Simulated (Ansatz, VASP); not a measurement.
**BN: VASP beside Ansatz**

One calculation is typed for both programs; each brings its own data sets. How far apart do they land? The cell is taken from a series of runs on this material, whose earlier steps may have relaxed, scaled, displaced or heated it; both programs get it as it stands.

Calculated with Ansatz 0.2.0; plane waves, with VASP 6.6.1 beside it; zone-centre phonons at LDA.

## Step 1: The starting structure

The structure is hexagonal, space group P6_3/mmc (No. 194). Conventional cell: a = 2.488 Å, b = 2.488 Å, c = 6.415 Å, α = 90.00°, β = 90.00°, γ = 120.00°. Nearest to B lie 3 N at 1.44 Å. Nearest to N lie 3 B at 1.44 Å. Farther neighbours and most contacts between anions are not listed.

## Step 2: Ansatz: zone-centre phonons, LDA

Ansatz runs on norm-conserving files, of PseudoDojo where its log says so.

Second derivatives magnify differences that forces hide, and they need a tight electronic threshold.

The input, input.yaml:

```yaml
crystal:
  lattice:
    - [2.4879195386, 0.0, 0.0]
    - [-1.2439597693, 2.154601523, 0.0]
    - [0.0, 0.0, 6.4153558603]
  atoms:
    - { symbol: B, position: [0.3333333333, 0.6666666667, 0.25] }
    - { symbol: B, position: [0.6666666667, 0.3333333333, 0.75] }
    - { symbol: "N", position: [0.3333333333, 0.6666666667, 0.75] }
    - { symbol: "N", position: [0.6666666667, 0.3333333333, 0.25] }
kpoints:
  mp_grid: { grid: [9, 9, 4] }
hamiltonian:
  xc: lda
  pseudopotentials: { kind: nc, accuracy: standard }
scf:
  occupations: { method: fixed }
output:
  eigenvalues: true
basis:
  ecutwfc: 979.61
phonons:
  method: dfpt
  dielectric: true
  rigid_motions: translations
  qmesh: [3, 3, 1]
  temperatures: { t_max: 1000, t_step: 50 }
  qpath:
    path:
      - [[0.0, 0.0, 0.0], [0.5, 0.0, 0.0], [0.33333333, 0.33333333, 0.0], [0.0, 0.0, 0.0], [0.0, 0.0, 0.5], [0.5, 0.0, 0.5], [0.33333333, 0.33333333, 0.5], [0.0, 0.0, 0.5]]
      - [[0.5, 0.0, 0.5], [0.5, 0.0, 0.0]]
      - [[0.33333333, 0.33333333, 0.5], [0.33333333, 0.33333333, 0.0]]
    npoints: 12
```

Started as:

```
> ansatz run input.yaml --threads 4 --pin off --max-ram 8192MiB --backend cpu --events-out ev --progress --plain --runs-dir out
```

Numbers of over 12 decimals in the logs are rounded to 6 here.

Log:

```text
Warning: basis.ecutwfc = 979.61 eV is below the records' recommended 1142.878222 eV, and the density's cutoff is lower with it unless basis.ecutrho_ratio is high enough to keep the records' density cutoff: compare with a run at a higher cutoff
Warning: phonons: the dynamical matrix that this run interpolates holds no multipole term above the dipole-dipole one, and a site of this crystal is no centre of inversion, so its interpolated transverse optical and acoustic branches and sound speeds can stay off near Gamma, and the density of states and the thermodynamics with them. What a run solves at a wave vector of phonons.qpoints, Gamma apart, where the deck admits one, is free of this, and under fd what a larger phonons.supercell samples
Engine: ansatz 0.2.0, x86_64-unknown-linux-gnu
Pseudopotentials: kind: nc
Pseudopotential: B, nc, valence charge 3, recommended cutoff 1034.032677 eV (normal), B.nc.azcp (PseudoDojo's, or run here from an input of PseudoDojo's; its table is named by hamiltonian.pseudopotentials.accuracy)
Pseudopotential: N, nc, valence charge 5, recommended cutoff 1142.878222 eV (normal), N.nc.azcp (PseudoDojo's, or run here from an input of PseudoDojo's; its table is named by hamiltonian.pseudopotentials.accuracy)
Functional definition: SPW92
  exchange = slater_x
  correlation = pw_c
Crystal: 4 atoms, lattice volume = 34.389 Å³
Basis set: ecut = 979.61 eV, 2409 PW (Γ), exchange–correlation on 54×54×144 points (8 copies of the dense FFT grid, shifted against one another)
Bands: 12, of which v1, the nominal top of the filled ones, is band 8 counted from 1 (7 counted from 0)
Symmetry: 24 space group operations
k-points: 95 of 324 (irreducible under 2 space group operations, time reversal used)
Non-local potential: B, projectors of the file, l = 0: 2, l = 1: 2
Non-local potential: N, projectors of the file, l = 0: 2, l = 1: 2
Initial density: superposition of atomic densities (chi_scale 0.1, normalization cell, long waves kept (reshape's long-wave potential 0.01 eV rms))
Initial wavefunctions: pseudopotential atomic-orbital guess
Functional: x = slater, c = lda
SCF iter   1: F=—  HF=-733.504052 eV  |F-HF|=—  |Δ(HF+E_count)|=         —  Δρ=1.59e-1  dr2=8.21e0  ethr=3.10e-3  ⟨swp⟩=5.5  Hψ=6779  notcnv=0  defer=189
preconditioner: auto → none  [insulator: Δε(μ)=5.869 eV  Ē_g=17.239 eV  n_scr=4 (ndim 8)  ℏωp=25.3 eV  f_vac=0.000  ε∞_Penn≈3.2]
SCF iter   2: F=—  HF=-730.728053 eV  |F-HF|=—  |Δ(HF+E_count)|=    2.78e0  Δρ=6.93e-2  dr2=9.08e-1  ethr=3.10e-3  ⟨swp⟩=4.1  Hψ=3608  notcnv=0  defer=180
SCF iter   3: F=—  HF=-730.445961 eV  |F-HF|=—  |Δ(HF+E_count)|=   2.82e-1  Δρ=2.21e-2  dr2=9.79e-2  ethr=3.10e-3  ⟨swp⟩=3.3  Hψ=2646  notcnv=0  defer=190
SCF iter   4: F=—  HF=-730.417826 eV  |F-HF|=—  |Δ(HF+E_count)|=   2.81e-2  Δρ=8.19e-3  dr2=1.28e-2  ethr=6.12e-4  ⟨swp⟩=2.2  Hψ=1695  notcnv=0  defer=190
SCF iter   5: F=—  HF=-730.414389 eV  |F-HF|=—  |Δ(HF+E_count)|=   3.44e-3  Δρ=1.12e-3  dr2=2.41e-4  ethr=8.00e-5  ⟨swp⟩=3.4  Hψ=2126  notcnv=0  defer=190
SCF iter   6: F=—  HF=-730.414334 eV  |F-HF|=—  |Δ(HF+E_count)|=   5.47e-5  Δρ=1.26e-4  dr2=3.17e-6  ethr=1.51e-6  ⟨swp⟩=2.2  Hψ=1916  notcnv=0  defer=190
SCF iter   7: F=—  HF=-730.414334 eV  |F-HF|=—  |Δ(HF+E_count)|=   2.08e-7  Δρ=7.42e-6  dr2=6.98e-9  ethr=1.98e-8  ⟨swp⟩=2.3  Hψ=1856  notcnv=0  defer=172
SCF iter   8: F=—  HF=-730.414333 eV  |F-HF|=—  |Δ(HF+E_count)|=   6.77e-7  Δρ=7.13e-7  dr2=6.15e-11  ethr=1.00e-12  ⟨swp⟩=10.7  Hψ=10379  notcnv=0
SCF iter   9: F=-730.414333 eV  HF=-730.414333 eV  |F-HF|=4.55e-13  |Δ(HF+E_count)|=  1.53e-11  Δρ=7.90e-8  dr2=9.11e-13  ethr=1.00e-12  ⟨swp⟩=5.3  Hψ=5715  notcnv=0
SCF 1 converged in 9 iterations: F = -730.414333 eV  dr2 = 9.11e-13
NSCF: frozen V_eff on 4 k-points
DFPT response loops at Γ: preconditioner auto → Resta (q_TF=auto, 2.402 Å⁻¹)  ε∞=3.8 (no band partly filled); β = 1.00, the filter's whole step (`scf.mixing.beta` (0.50) is not read by the response loops at its default; to damp them type it under 1.00, their step now; it binds the ground state too); Broyden in place of MSR1
── the response to a field inside a basis, on 10×10×4 k-points: an SCF that follows is theirs, and a resumed run solves both again ──
Bands: 9, of which v1, the nominal top of the filled ones, is band 8 counted from 1 (7 counted from 0)
k-points: 60 of 400 (irreducible under 8 space group operations)
Initial density: handed on by an earlier stage of this run
Initial wavefunctions: pseudopotential atomic-orbital guess (no wavefunctions were taken with the density)
Eigensolver: Dense (60 Hₖ)
SCF iter   1: F=—  HF=-730.416786 eV  |F-HF|=—  |Δ(HF+E_count)|=         —  Δρ=3.85e-4  dr2=4.54e-6  ethr=1.00e-1
preconditioner: auto → none  [insulator: Δε(μ)=4.200 eV  Ē_g=13.164 eV  n_scr=4 (ndim 8)  ℏωp=25.3 eV  f_vac=0.006  ε∞_Penn≈4.7]
SCF iter   2: F=—  HF=-730.416788 eV  |F-HF|=—  |Δ(HF+E_count)|=   1.95e-6  Δρ=1.92e-4  dr2=1.02e-6  ethr=2.84e-8
SCF iter   3: F=—  HF=-730.416789 eV  |F-HF|=—  |Δ(HF+E_count)|=   7.92e-7  Δρ=5.60e-5  dr2=2.43e-7  ethr=6.40e-9
SCF iter   4: F=-730.416789 eV  HF=-730.416789 eV  |F-HF|=1.14e-10  |Δ(HF+E_count)|=   2.18e-9  Δρ=4.00e-6  dr2=8.40e-10  ethr=1.52e-9
SCF 1 converged in 4 iterations: F = -730.416789 eV  dr2 = 8.40e-10
DFPT response loops at Γ: mixed as the last ones told, above
NSCF: frozen V_eff on 36 k-points
NSCF: frozen V_eff on 270 k-points
DFPT response loops at q = (0, 0.333333, 0) (fractional): preconditioner auto → none (the input reference at scf.mixing.eps_inf says where Resta's filter doesn't serve); β = 0.50; Broyden in place of MSR1
NSCF: frozen V_eff on 270 k-points
DFPT response loops at q = (0.333333, 0.333333, 0) (fractional): mixed as the last ones told, above
SCF converged after 9 iterations
Free energy (F): -730.414333 eV
Harris-Foulkes:  -730.414333 eV  (|F-HF|=4.55e-13)
Internal energy: -730.414333 eV  (E = F + TS)
E sigma→0 (E₀):  -730.414333 eV
Fermi energy:    4.930682 eV
--- Per-component energies (eV) ---
  E_band       = -34.788960
  E_kinetic    = 514.036526
  E_local      = -634.778871  (includes V_loc(G=0)·N_el)
  E_nonlocal   = -64.076060
  E_hartree    = 208.777089
  E_xc         = -235.020037
  E_vxc        = -267.524748  (∫ρ·V_xc dr)
  E_ewald      = -519.352980
  E_smearing   = -0.000000  (= −TS)
  E_closure    = 0.000000  (closes the sum)
  Σ components = -730.414333   (vs F -730.414333, Δ=0.00e0)
--- Band table (eV; the first three rows and the last of 95) ---
  k-point 0: bands = [... 4 lower, 3.6102, 3.6102, 3.6615, 3.6615, 10.1671, 15.4457, 16.6166, 16.6166]
  k-point 1: bands = [... 4 lower, 3.6174, 3.6174, 3.6539, 3.6539, 10.9592, 14.6253, 16.6399, 16.6399]
  k-point 2: bands = [... 4 lower, 3.6360, 3.6360, 3.6360, 3.6360, 12.7808, 12.7808, 16.6976, 16.6976]
  k-point 94: bands = [... 4 lower, -0.3333, -0.3333, 3.0293, 3.0293, 11.3603, 11.3603, 16.6928, 16.6928]
--- Phonons (Γ-DFPT): 4 representative perturbations + reference, on 95 of 324 k-points (Σ response iterations 14) ---
  k mesh reduced under 2 symmetry operations, with k and −k counted as one. Each operation leaves every solved perturbation unchanged. A smaller set is not considered because the run solves the response to a homogeneous field
  ASR residual: 7.383e-5 → 0.000e0 eV/Å²; symmetrization residual: 2.424e-6 eV/Å²
  ASR residual per site (eV/Å²): 2.25e-5 2.25e-5 7.38e-5 7.38e-5
  Γ frequencies (cm⁻¹): 0.00 0.00 0.00 53.05 53.05 121.81 752.42 816.74 1387.51 1387.51 1387.54 1387.54
  ε∞ (high-frequency dielectric tensor):
        4.880688     0.000000     0.000000
        0.000000     4.880688     0.000000
        0.000000     0.000000     2.901608
  ε⁰ (static dielectric tensor: ions relaxed, cell fixed):
        6.654013    -0.000000    -0.000000
       -0.000000     6.654013     0.000000
       -0.000000     0.000000     3.491263
  ε⁰ − ε∞ (ionic part):
        1.773326    -0.000000    -0.000000
       -0.000000     1.773326     0.000000
       -0.000000     0.000000     0.589655
  softest optical mode at Γ: 53.05 cm⁻¹; the repairs (sum rule, projections) moved no ω² at Γ by more than (1.47 cm⁻¹)²
  Born effective charges Z* (e; rows j = field, columns β = displacement):
    site 0:
         2.69791    0.00000    0.00000
         0.00000    2.69791    0.00000
         0.00000    0.00000    0.84364
    site 1:
         2.69791   -0.00000    0.00000
         0.00000    2.69791    0.00000
         0.00000    0.00000    0.84364
    site 2:
        -2.69791   -0.00000    0.00000
        -0.00000   -2.69791    0.00000
         0.00000    0.00000   -0.84364
    site 3:
        -2.69791    0.00000    0.00000
         0.00000   -2.69791    0.00000
         0.00000    0.00000   -0.84364
  Z* charge neutrality: 1.372e-3 e pre-enforcement
  solved inside a basis spanned on kpoints, on 10×10×4 k-points, its susceptibility summed on 16×16×6: ε∞ is read to err by 1.4e-2, Z* by 9.4e-3 e (field_mesh: kpoints solves on kpoints); Z* is corrected for what the basis lacks
  optical modes at Γ without the LO–TO term, one row a degenerate level:
      ω (cm⁻¹)  modes    IR ((D/Å)²/amu)
         53.05      2             0.0000
        121.81      1             0.0000
        752.42      1             5.3825
[...]
optical modes at Γ + LO–TO along q̂ = [1.0000, 0.0000, 0.0000]:
      ω (cm⁻¹)  modes    IR ((D/Å)²/amu)
[...]
optical modes at Γ + LO–TO along q̂ = [0.0000, 1.0000, 0.0000]:
      ω (cm⁻¹)  modes    IR ((D/Å)²/amu)
[...]
1387.54      2             0.0000
       1620.09      1            55.0461
  optical modes at Γ + LO–TO along q̂ = [0.0000, 0.0000, 1.0000]:
      ω (cm⁻¹)  modes    IR ((D/Å)²/amu)
         53.05      2             0.0000
        121.81      1             0.0000
        816.74      1             0.0000
        825.34      1             5.3825
       1387.51      2           110.0923
       1387.54      2             0.0000
--- Phonons (arbitrary-q DFPT): 3 irreducible q on the 3×3×1 mesh ---
  q = [0.0000, 0.0000, 0.0000] (star 1, of the zone-centre solve; hermiticity 1.12e-7, symmetrization 1.28e-8): -0.00 0.00 0.00 53.05 53.05 121.81 752.42 816.74 1387.51 1387.51 1387.54 1387.54
  q = [0.0000, 0.3333, 0.0000] (star 6, 6 solved perturbations on 135 of 324 k-point pairs; hermiticity 3.61e-8, symmetrization 2.50e-15): 210.02 216.99 487.04 490.34 665.66 710.01 911.85 914.45 1309.30 1310.62 1436.87 1474.62
  q = [0.3333, 0.3333, 0.0000] (star 2, 4 solved perturbations in 384 linear systems a pass and spin channel, the states on 135 of 324 k-point pairs; hermiticity 1.70e-8, symmetrization 2.17e-9): 327.20 327.20 579.03 579.03 874.28 879.20 1074.82 1074.82 1200.57 1200.57 1302.24 1307.36
  sum rule: each row above includes the acoustic sum rule's correction from the zone centre's row sums; it moved no ω² by more than (1.20 cm⁻¹)²
  mesh force constants: q→R imaginary residual 1.12e-16; ASR residual 7.383e-5 → 0.000e0 eV/Å²; symmetrization residual 5.684e-14 eV/Å²
  interpolated dispersion: 112 rows × 12 modes
  density of states and harmonic sums: on the 30×30×10 q-mesh, interpolated from the force constants of a 3×3×1 supercell (with the dipole–dipole term)
  largest difference from the sums on the solved wave vectors: F 2.98e-2 eV, S 5.89e-5 and C_V 2.75e-5 eV/K
  zero-point energy: 0.623217 eV/cell   skipped modes (ω ≤ 0): 10, of them read as no rigid motion or as one in doubt: 7 (6.000e-3 modes/cell left out, lowest -18.47 cm⁻¹)   left out of the sums: 5.28e-4 of the cell's modes: C_V's classical limit lies that fraction below 3 k_B per atom; for a crystal, a wire or a layer, F and S can be off by more, and a phonons.interpolated_qmesh denser along its periods is the remedy for the sampling
```

In the SCF lines HF is the Harris–Foulkes energy and dr2 the Hartree energy of the density residual, in eV; the loop may stop once dr2 is under the threshold and the program's other checks hold. Hψ counts applications of the Hamiltonian.

(Continued in part 2 of 3.)

[Lines on the potential files, build, host, timing and source positions are cut from VASP's logs without a mark.]

[Logs are printed without paths, hosts, clocks, repeated set-up lines and the standing remarks that a program may print on its own settings, such as how far it seeks lower states.]

[Hosts, paths, dates, database ids (printed as entryN), source tags and the programs' standing remarks are cut or masked in the printed files.]
